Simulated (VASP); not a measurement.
Output of a VASP run:

OSZICAR:
```
       N       E                     dE             d eps       ncg     rms          rms(c)
DAV:   1     0.908467193014E+02    0.90847E+02   -0.98987E+03  1589   0.251E+03
DAV:   2    -0.277640012014E+01   -0.93623E+02   -0.89321E+02  1661   0.353E+02
DAV:   3    -0.956416090306E+01   -0.67878E+01   -0.67408E+01  1611   0.875E+01
DAV:   4    -0.967653861119E+01   -0.11238E+00   -0.11230E+00  1761   0.119E+01
DAV:   5    -0.967806966262E+01   -0.15311E-02   -0.15310E-02  1636   0.124E+00    0.736E+00
DAV:   6    -0.784256054529E+01    0.18355E+01   -0.53564E+00  2209   0.478E+01    0.264E+00
DAV:   7    -0.783540480458E+01    0.71557E-02   -0.31302E-01  1461   0.728E+00    0.172E+00
DAV:   8    -0.782220184935E+01    0.13203E-01   -0.60687E-02  1679   0.369E+00    0.730E-01
DAV:   9    -0.781801274539E+01    0.41891E-02   -0.17117E-02  2203   0.325E+00    0.175E-01
DAV:  10    -0.781824807700E+01   -0.23533E-03   -0.15027E-03  1661   0.681E-01    0.705E-02
DAV:  11    -0.781819457009E+01    0.53507E-04   -0.24648E-04  2189   0.336E-01    0.962E-03
DAV:  12    -0.781819796619E+01   -0.33961E-05   -0.23678E-05  1611   0.613E-02    0.547E-03
DAV:  13    -0.781819769455E+01    0.27164E-06   -0.11742E-06  2085   0.118E-02    0.147E-03
DAV:  14    -0.781819769870E+01   -0.41491E-08   -0.10971E-07   975   0.317E-03
   1 F= -.78181977E+01 E0= -.78181977E+01  d E =0.000000E+00
```

OUTCAR:
```
------------------------ aborting loop because EDIFF is reached ----------------------------------------
  FORCE on cell =-STRESS in cart. coord.  units (eV):
  Direction    XX          YY          ZZ          XY          YZ          ZX
  --------------------------------------------------------------------------------------
  Total        0.0132797      0.0132797      0.0132797     -0.0000000      0.0000000     -0.0000000
  in kB        0.9314514      0.9314514      0.9314514     -0.0000000      0.0000000     -0.0000000
  external PRESSURE =       0.9314514 kB  Pullay stress =       0.0000000 kB
  volume of cell :       22.84
      direct lattice vectors                 reciprocal lattice vectors
     0.000000000  2.252008822  2.252008822    -0.222023997  0.222023997  0.222023997
     2.252008822  0.000000000  2.252008822     0.222023997 -0.222023997  0.222023997
     2.252008822  2.252008822  0.000000000     0.222023997  0.222023997 -0.222023997
  FREE ENERGIE OF THE ION-ELECTRON SYSTEM (eV)
  ---------------------------------------------------
  free  energy   TOTEN  =        -7.8181976987 eV

  energy  without entropy=       -7.8181976987  energy(sigma->0) =       -7.81819770

 total charge

# of ion       s       p       d       tot
------------------------------------------
    1        0.792   0.904  10.179  11.875
    2        1.221   2.513   0.000   3.734
--------------------------------------------------
tot          2.013   3.418  10.179  15.609
```
(Selected blocks of OUTCAR.)

POSCAR:
```
GaN
1
   -0.0000000000     2.2520088222     2.2520088222
    2.2520088222     0.0000000000     2.2520088222
    2.2520088222     2.2520088222     0.0000000000
Ga N
1 1
Direct
  0.0000000000   0.0000000000   0.0000000000
  0.2500000000   0.2500000000   0.2500000000
```

Problem. Write an INCAR and KPOINTS that could have produced this output.

Solution. Several could match; the one computed here: the input of the run itself, vdW-DF-cx, plane waves, VASP's PBE PAW potentials (set 64).

KPOINTS:
```
Automatic mesh
0
Gamma
11 11 11
0 0 0
```

INCAR:
```
! general
SYSTEM  =GaN
PREC    =Accurate
ENCUT   =520
LREAL   =.FALSE.
LASPH   =.TRUE.

! electronic loop
EDIFF   =1E-7
NELM    =100
ALGO    =Normal
LMAXMIX =4

! smearing
ISMEAR  =-5

! functional
GGA     =CX
LUSE_VDW=.TRUE.
AGGAC   =0.0

! ions
ISIF    =2

! output
LWAVE   =.FALSE.
LCHARG  =.TRUE.
LORBIT  =11
NEDOS   =601
```

POTCAR, in this order: Ga_d N (PBE.64 set). Program: vasp_std.

The compound is GaN in the zinc blende structure, a metastable form; wurtzite is the usual one. It was relaxed first.
